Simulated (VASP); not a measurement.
All values below come from LDA (Ceperley-Alder, Perdew-Zunger), VASP's LDA PAW potentials (set 64) (plane waves; VASP 6.6.1).

The input files of a VASP run:

INCAR:
```
# general
SYSTEM = Mg
PREC   = Accurate
ENCUT  = 520
LREAL  = .FALSE.
LASPH  = .TRUE.

# electronic loop
EDIFF  = 1E-6
NELM   = 100
ALGO   = Normal

# smearing
ISMEAR = 1
SIGMA  = 0.1

# ions
IBRION = 2
NSW    = 60
ISIF   = 3
EDIFFG = -0.01

# output
LWAVE  = .FALSE.
LCHARG = .FALSE.
```

File KPOINTS:
```
Regular mesh
0
gamma
12 12 7
```

**POSCAR**
```
Mg
1
    1.5719740124    -2.7227392831     0.0000000000
    1.5719740124     2.7227392831    -0.0000000000
    0.0000000000    -0.0000000000     5.0052750909
Mg
2
Direct
  0.3333330000   0.6666670000   0.2500000000
  0.6666670000   0.3333330000   0.7500000000
```

POTCAR, in this order: Mg (LDA.64 set). Program: vasp_std.

Q: What will the output report for the number of irreducible k-points (NKPTS), largest plane-wave count, number of space-group operations, FFT grid (NGX, NGY, NGZ)?

A: 
| Quantity | Value |
|---|---|
| number of irreducible k-points (NKPTS) | 76 |
| largest plane-wave count | 1170 |
| number of space-group operations | 24 |
| FFT grid (NGX, NGY, NGZ) | 24 × 24 × 40 |

The compound is Mg in the hcp structure. It was relaxed first, which changed the volume by -8 %. The start is the result of an earlier pass.
